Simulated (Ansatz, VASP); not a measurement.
# GaN: VASP beside Ansatz, part 2 of 2

Wanted: the spread between two codes on one cell, functional and k mesh. The cell is taken from a series of runs on this material, whose earlier steps may have relaxed, scaled, displaced or heated it; both programs get it as it stands.

VASP 6.6.1 and Ansatz 0.2.0.

So far. Step 5 (VASP: single point, LDA, pair 2): The run ends at a pressure of -5.70 GPa.

## Step 6: Ansatz: single point, LDA, pair 2

Level of this step: Ansatz beside VASP: Kohn-Sham DFT, plane waves, LDA (Ansatz).

The same cell, functional (in two slightly different forms), mesh and smearing now go to Ansatz, which takes its cutoff from its data sets.

The cell is taken from a series of runs on this material, whose earlier steps may have relaxed, scaled, displaced or heated it; both programs get it as it stands.

The input, input.yaml:

```yaml
crystal:
  lattice:
    - [-1.5934655626, -2.2535006115, 1.5934655601]
    - [1.5934655626, -2.2535006115, 1.5934655601]
    - [0.0, -3.5e-09, 3.1869311252]
  atoms:
    - { symbol: Ga, position: [0.0, 0.0, 0.0] }
    - { symbol: "N", position: [0.25, 0.25, 0.25] }
kpoints:
  mp_grid: { grid: [8, 8, 8] }
  band_path:
    path:
      - [[0.0, 0.0, 0.0], [-0.5, -0.5, 0.0], [-0.375, -0.375, 0.25]]
      - [[-0.375, 0.0, 0.375], [0.0, 0.0, 0.0], [0.0, 0.0, 0.5], [-0.5, -0.25, 0.25], [-0.5, -0.5, 0.0]]
    npoints: 10
hamiltonian:
  xc: lda
scf:
  occupations: { method: fermi_dirac, width: 0.02 }
  n_extra_bands: 30
output:
  eigenvalues: true
  fatbands: true
  write_density: true
  write_potential: true
  elf: true
  volumetric_format: npy
```

Command:

```bash
$ ansatz run input.yaml --threads 14 --pin off --max-ram 73728MiB --backend cpu --events-out ev --progress --plain --runs-dir out
```

Numbers of over 12 decimals in the logs are rounded to 6 here.

The log of the run:

```text
[...]
Crystal: 2 atoms, lattice volume = 22.888 Å³
Basis set: ecut = 420 eV, 459 PW (Γ)
Bands: 39, of which v1, the nominal top of the filled ones, is band 9 counted from 1 (8 counted from 0)
Symmetry: 24 space group operations
[...]
k-points: 29 of 512 (time reversal used)
[...]
--- Band table (eV; the first three rows and the last of 29) ---
  k-point 0: bands = [... 5 lower, -3.9909, 9.2804, 9.2804, 9.2804, 11.0124, 19.3981, 19.3981, 19.3981, ... 26 higher]
  k-point 1: bands = [... 5 lower, -3.9925, 7.7575, 9.1167, 9.1167, 12.1383, 18.6901, 19.6360, 19.6360, ... 26 higher]
  k-point 2: bands = [... 5 lower, -3.9062, 5.4112, 8.7530, 8.7530, 13.2880, 17.8914, 19.8642, 19.8642, ... 26 higher]
  k-point 28: bands = [... 5 lower, -1.8212, 3.4990, 5.5415, 5.5929, 15.4008, 17.5039, 19.4281, 20.1910, ... 26 higher]
[key lines of the parts left out:]
SCF converged after 6 iterations
Free energy (F): -4082.066747 eV
Fermi energy:    10.157384 eV
```

## Step 7: Comparison

Both answers:

```tsv
quantity	Ansatz	VASP	difference
gap on the k mesh (eV)	1.732	1.750	-0.018
```

A gap on the mesh is an upper bound, since the band edges may lie between its points.

## Step 8: Ansatz: single point, LDA, pair 3

With cell and atoms fixed, the geometry can't cause a difference; cores, projectors, grids and the points listed under the comparison can. The cell compared in this pair holds 22.55 Å³, against 22.89 Å³ for the pair before.

The cell is taken from a series of runs on this material, whose earlier steps may have relaxed, scaled, displaced or heated it; both programs get it as it stands.

The input, input.yaml:

```yaml
crystal:
  lattice:
    - [-1.5775309044, -2.2309656057, 1.6016027191]
    - [1.5775309044, -2.2309656057, 1.6016027191]
    - [0.0, -3.6e-09, 3.2032054433]
  atoms:
    - { symbol: Ga, position: [0.0010885704, 0.0010885704, -0.0010885704] }
    - { symbol: "N", position: [0.2489114296, 0.2489114296, 0.2510885704] }
kpoints:
  mp_grid: { grid: [8, 8, 8] }
hamiltonian:
  xc: lda
scf:
  occupations: { method: fixed }
  n_extra_bands: 30
output:
  wannier:
    kmesh: [8, 8, 8]
    projections:
      - { species: Ga, l: s, shell: 4 }
      - { species: Ga, l: p, shell: 4 }
      - { species: "N", l: p, shell: 2 }
    minimise: false
    seedname: w
    disentanglement: { window: [2.11, 25.18], frozen_window: [2.11, 14.34] }
```

The log of the run:

```text
[...]
Crystal: 2 atoms, lattice volume = 22.547 Å³
Basis set: ecut = 420 eV, 435 PW (Γ)
Bands: 39, of which v1, the nominal top of the filled ones, is band 9 counted from 1 (8 counted from 0)
Symmetry: 4 space group operations
[...]
k-points: 95 of 512 (time reversal used)
[...]
--- Band table (eV; the first three rows and the last of 95) ---
  k-point 0: bands = [... 5 lower, -3.7623, 9.4513, 9.5340, 9.5503, 11.3355, 19.5602, 19.7143, 19.9014, ... 26 higher]
  k-point 1: bands = [... 5 lower, -3.7640, 7.9476, 9.3467, 9.3823, 12.4612, 18.9384, 19.9232, 20.1176, ... 26 higher]
  k-point 2: bands = [... 5 lower, -3.7056, 5.5659, 8.9916, 9.0118, 13.6431, 18.1653, 20.2193, 20.2830, ... 26 higher]
  k-point 94: bands = [... 5 lower, -1.8588, 3.2939, 6.5813, 6.7964, 12.7285, 16.0077, 21.1852, 23.3187, ... 26 higher]
[key lines of the parts left out:]
SCF converged after 6 iterations
Free energy (F): -4082.074822 eV
Fermi energy:    9.550296 eV
```

## Step 9: VASP: single point, LDA, pair 3

The same cell, functional (in two slightly different forms) and mesh now go to VASP, with its own data sets.

The input, INCAR:

```
SYSTEM = GaN
PREC = Accurate
ENCUT = 520
EDIFF = 1E-06
NELM = 120
ISMEAR = 0
SIGMA = 0.01
LREAL = .FALSE.
ALGO = Normal
GGA = PW92
NBANDS = 15
LORBIT = 11
LWAVE = .FALSE.
LCHARG = .FALSE.
ISIF = 2
LASPH = .TRUE.
GGA_COMPAT = .FALSE.
EFERMI = MIDGAP
```

The input, POSCAR:

```
GaN
1.0
   -1.5775309044     -2.2309656057      1.6016027191
    1.5775309044     -2.2309656057      1.6016027191
    0.0000000000     -0.0000000036      3.2032054433
Ga N
1 1
Direct
    0.0010885704      0.0010885704      0.9989114296
    0.2489114296      0.2489114296      0.2510885704
```

The input, KPOINTS:

```
Automatic mesh
0
Gamma
8 8 8
0 0 0
```

The projector-augmented-wave data sets are Ga_d and N (LDA family, release 64).

Command:

```bash
$ mpirun -np 1 vasp_std
```

The log of the run:

```text
[... set-up lines as in an earlier step ...]
 entering main loop
       N       E                     dE             d eps       ncg     rms          rms(c)
DAV:   1     0.815480203880E+02    0.81548E+02   -0.95093E+03  3177   0.215E+03
DAV:   2    -0.101733169870E+02   -0.91721E+02   -0.85527E+02  3291   0.336E+02
DAV:   3    -0.159347677245E+02   -0.57615E+01   -0.57376E+01  3172   0.733E+01
DAV:   4    -0.159963781210E+02   -0.61610E-01   -0.61602E-01  3660   0.796E+00
[...]
DAV:  11    -0.139458111595E+02    0.89956E-04   -0.28288E-04  4342   0.320E-01    0.183E-02
DAV:  12    -0.139458133361E+02   -0.21766E-05   -0.20881E-05  3221   0.488E-02    0.566E-03
DAV:  13    -0.139458132434E+02    0.92726E-07   -0.59258E-07  2188   0.148E-02
   1 F= -.13945813E+02 E0= -.13945813E+02  d E =0.000000E+00
```

OUTCAR, selected parts (step 9):

```text
  Total       -0.1233924     -0.3271010     -0.7998288      0.0000000      0.0000000      0.0000000
  in kB       -8.7682576    -23.2437876    -56.8358104      0.0000000      0.0000000      0.0000000
  external PRESSURE =     -29.6159519 kB  Pullay stress =       0.0000000 kB

 POSITION                                       TOTAL-FORCE (eV/Angst)
 -----------------------------------------------------------------------------------
      0.00000     -0.00486      3.20321         0.000000     -0.003165     -0.000000
      0.00000     -1.11063      1.60160         0.000000      0.003165      0.000000
 -----------------------------------------------------------------------------------
    total drift:                                0.000000      0.000252      0.000003

  FREE ENERGIE OF THE ION-ELECTRON SYSTEM (eV)
  ---------------------------------------------------
  free  energy   TOTEN  =       -13.9458132434 eV

  energy  without entropy=      -13.9458132434  energy(sigma->0) =      -13.94581324

[... 3 further parts left out ...]
[key lines of the parts left out:]
E-fermi :   6.1378
```

The run ends at a pressure of -2.96 GPa, with forces up to 0.0032 eV/Å.

## Step 10: Comparison

Both answers:

```tsv
quantity	Ansatz	VASP	difference
gap on the k mesh (eV)	1.785	1.804	-0.019
```

A gap on the mesh is an upper bound, since the band edges may lie between its points.

## Step 11: Summary of results

| Quantity | Value |
| --- | --- |
| difference in gap on the k mesh (single point, LDA, pair 1) | -0.018 eV |
| difference in gap on the k mesh (single point, LDA, pair 2) | -0.018 eV |
| difference in gap on the k mesh (single point, LDA, pair 3) | -0.019 eV |

In words: The difference in gap on the k mesh is -0.019 eV (single point, LDA, pair 3), within the 0.08 eV picked in this series as the mark of a large difference. 5 further runs of this series are not shown here. How closely two codes agree says nothing of how well the functional describes the real material.

[Lines on the potential files, build, host, timing and source positions are cut from VASP's logs without a mark.]

[Logs are printed without paths, hosts, clocks, repeated set-up lines and the standing remarks that a program may print on its own settings, such as how far it seeks lower states.]

[Hosts, paths, dates, database ids (printed as entryN), source tags and the programs' standing remarks are cut or masked in the printed files.]
